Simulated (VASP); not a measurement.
Consider the following.

```yaml
crystal:
  lattice:
    - [2.46425, -4.08177, 0.00000]
    - [2.46425, 4.08177, 0.00000]
    - [0.00000, 0.00000, 4.82018]
  atoms:
    - { symbol: Ga, position: [0.15630, 0.84370, 0.91597] }
    - { symbol: Ga, position: [0.34370, 0.65630, 0.41597] }
    - { symbol: Ga, position: [0.65630, 0.34370, 0.58403] }
    - { symbol: Ga, position: [0.84370, 0.15630, 0.08403] }
```

All values below come from vdW-DF2, VASP's PBE PAW potentials (set 64) (plane waves; VASP 6.6.1). Numerical set-up: 520 eV cut-off, 8×8×7 Γ-centred mesh, tetrahedra with Blöchl corrections, potentials Ga_d.

Q: Estimate the energy per atom (σ→0), band gap (on the k-mesh) with the smallest direct gap where there is one.

A: 
```yaml
band gap (on the k-mesh): none (metal, semimetal or under 0.01 eV)
energy per atom (σ→0): 0.786 eV/atom
```

Only differences to runs with the same potentials and settings are physical.

The compound is Ga in the alpha structure. It was relaxed first, which changed the volume by +24 %.
